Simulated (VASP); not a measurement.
Input for VASP

**INCAR**
```
ALGO  =  Normal
SIGMA  =  0.1
ISIF  =  3   ! ions, shape and volume
EDIFF  =  1E-6   ! SCF stop (eV)
LASPH  =  T
LWAVE  =  F
ISMEAR  =  1   ! Methfessel-Paxton
LCHARG  =  F
SYSTEM  =  Pt
IBRION  =  2   ! conjugate gradients
LMAXMIX  =  6   ! l cut-off of mixed one-centre charges
LREAL  =  F   ! projection in real space or not
GGA  =  PS   ! PBEsol
PREC  =  Accurate
EDIFFG  =  -0.02   ! ionic stop
NSW  =  40   ! most ionic steps
PSTRESS  =  50   ! kbar
NELM  =  100   ! most electronic steps
ENCUT  =  500   ! plane-wave cut-off (eV)
```

**POSCAR**
```
Pt
1
    0.0000000000     1.9472338555     1.9472338555
    1.9472338555    -0.0000000000     1.9472338555
    1.9472338555     1.9472338555     0.0000000000
Pt
1
Direct
  0.0000000000   0.0000000000   0.0000000000
```

File KPOINTS:
```
Automatic mesh
0
Gamma
16 16 16
0 0 0
```

POTCAR, in this order: Pt (PBE.64 set). Program: vasp_std.

### Question
Translate this PBEsol calculation to Quantum ESPRESSO's pw.x.

### Answer
One equivalent input (not run):
```
&CONTROL
  calculation = 'vc-relax'
  pseudo_dir = './pseudo'
  outdir = './out'
  tprnfor = .true.
  tstress = .true.
  nstep = 40
  forc_conv_thr = 0.00078
/
&SYSTEM
  ibrav = 0
  nat = 1
  ntyp = 1
  ecutwfc = 84
  occupations = 'smearing'
  smearing = 'methfessel-paxton'
  degauss = 0.00735
  input_dft = 'pbesol'
/
&ELECTRONS
  conv_thr = 7.3e-08
  electron_maxstep = 100
/
&IONS
/
&CELL
  press = 50
/
ATOMIC_SPECIES
  Pt 195.084 Pt.upf
CELL_PARAMETERS angstrom
     0.0000000    1.9472339    1.9472339
     1.9472339   -0.0000000    1.9472339
     1.9472339    1.9472339    0.0000000
ATOMIC_POSITIONS crystal
  Pt   0.0000000  0.0000000  0.0000000
K_POINTS automatic
  16 16 16 0 0 0
```
Limits of the translation: the potentials are each code's own (VASP's PAW set, PseudoDojo norm-conserving files in pw.x), so ENCUT and ecutwfc are chosen apart and not converted; conv_thr bounds pw.x's estimated SCF error, while EDIFF bounds the energy change between steps; forc_conv_thr acts on force components and is met together with etot_conv_thr.

The compound is Pt in the fcc structure. It was relaxed first under an external pressure of 5 GPa.
